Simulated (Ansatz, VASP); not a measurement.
# Two plane-wave programs on BiIr

```xyz
2
Lattice="0.0000 2.7596 2.7596 2.7596 0.0000 2.7596 2.7596 2.7596 0.0000" Properties=species:S:1:pos:R:3 pbc="T T T"
Ir    0.0000    0.0000    0.0000
Bi    1.3798    1.3798    1.3798
```

Change from the starting cell: volume scaled by 0.76, PAW files.

Alike in both runs: task single point; functional PBEsol; k mesh 12 × 12 × 12; occupations fermi-dirac, width 0.1 eV; no spin polarisation.

```csv
,VASP,Ansatz
version,VASP 6.6.1,Ansatz 0.2.0
potentials or method,"VASP PAW PBE potentials, release 64 (Ir, Bi_d)","PAW with Ansatz's default frozen-core files, scalar-relativistic"
plane-wave cutoff (eV),520,420
valence electrons in the cell,24,32
```

```csv
,VASP,Ansatz,Ansatz less VASP
pressure (GPa),53.5,52.7,-0.74
```

The two sets of potentials don't hold the same shells in valence.

Caveats: so large a pressure means that the cell lies far from this level's equilibrium, or that cutoff or potentials fall short (VASP); the potentials were made for another functional, which shifts forces and pressure (VASP).
